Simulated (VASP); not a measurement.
```xyz
5
Lattice="3.5472 -3.8891 0.0412 3.5472 3.8891 0.0412 -2.5381 0.0000 3.3881" Properties=species:S:1:pos:R:3 pbc="T T T"
Mg     2.2782     1.5910     1.7353
Mg     2.2782    -1.5910     1.7353
Mg     0.0000     0.0000     0.0000
Si     4.4828     0.0000     0.7717
Si     0.0735     0.0000     2.6989
```

All values below come from PBEsol GGA, VASP's PBE PAW potentials (set 64) (plane waves; VASP). Run with 400 eV cut-off, 8×8×10 Γ-centred mesh, tetrahedra with Blöchl corrections, potentials Mg Si.

The cores are frozen, which limits the accuracy of field gradients.

Question: Give the principal components of the electric field gradient (V/Å²) and the asymmetry η at each nucleus.

Answer: 
| atom | Vxx | Vyy | Vzz | η |
|---|---|---|---|---|
| Mg1 | 3.8 | 1.0 | -4.8 | 0.59 |
| Mg2 | 3.8 | 1.0 | -4.8 | 0.59 |
| Mg3 | -13.0 | -5.4 | 18.4 | 0.41 |
| Si4 | -9.2 | -0.1 | 9.3 | 0.97 |
| Si5 | -9.2 | -0.1 | 9.3 | 0.97 |

The structure comes from a computed database's Mg3Si2 entry (C2/m); how it stands against other phases isn't given here. It was relaxed first.
